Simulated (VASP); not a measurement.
# GaCH₃Se: harmonic vibrations of a molecule

GaCH₃Se, molecule in box, 6 atoms in the cell. PBE, harmonic vibrations; PAW potentials C, Ga_d, Se, H (PBE set).

## Input

INCAR.step1:
```
SYSTEM = GaH3CSe
ALGO = Normal
EDIFF = 1E-8
EDIFFG = -0.002
ENCUT = 400
IBRION = 2
ISIF = 2
ISMEAR = 0
ISYM = 0
LASPH = .True.
LCHARG = .False.
LREAL = .False.
LWAVE = .False.
NELM = 100
NSW = 60
POTIM = 0.5
PREC = Accurate
SIGMA = 0.01
```

INCAR.step2, as INCAR.step1 but for:
```
- EDIFFG = -0.002
- IBRION = 2
- ISIF = 2
- NSW = 60
- POTIM = 0.5
+ IBRION = 5
+ NFREE = 2
+ NSW = 1
+ POTIM = 0.015
```

KPOINTS:
```
k-points
0
Gamma
  1 1 1
```

POSCAR.step1:
```
GaH3CSe
1.0
   11.0000000000      0.0000000000      0.0000000000
    0.0000000000     13.0000000000      0.0000000000
    0.0000000000      0.0000000000     13.0000000000
C Ga Se H
1 1 1 3
Direct
    0.5082318200      0.4761038500      0.4260307700
    0.5279772700      0.5446115400      0.5568769200
    0.5271227300      0.3696730800      0.5406923100
    0.4196136400      0.4713961500      0.3897076900
    0.5827500000      0.4725192300      0.3714923100
    0.5391136400      0.6335576900      0.6337384600
```

Commands (each step's output is kept before the next begins):
```
cat potpaw_PBE.64/C/POTCAR potpaw_PBE.64/Ga_d/POTCAR potpaw_PBE.64/Se/POTCAR potpaw_PBE.64/H/POTCAR > POTCAR
cp INCAR.step1 INCAR
cp POSCAR.step1 POSCAR
mpirun -np 4 vasp_gam > vasp.out
cp CONTCAR POSCAR
cp INCAR.step2 INCAR
mpirun -np 4 vasp_gam > vasp.out
```

## Result

- Vibrations (cm⁻¹; a negative value is imaginary): 3136, 3048, 2036, 1353, 912, 861, 681, 633, 435, 431, 418, 268
- Zero-point energy (eV): 0.881
- Translations and rotations, which should read zero (cm⁻¹): -14, -5, -4, 0, 3, 11
- Vibrational entropy at 298 K (meV/K): 0.227
- Displaced cells: 36
- Ionic steps, all stages: 68
- Electronic steps, all stages: 1024

VASP 6.6.1 took 3023 s on 4 cores (AMD EPYC 7571), a shared host.
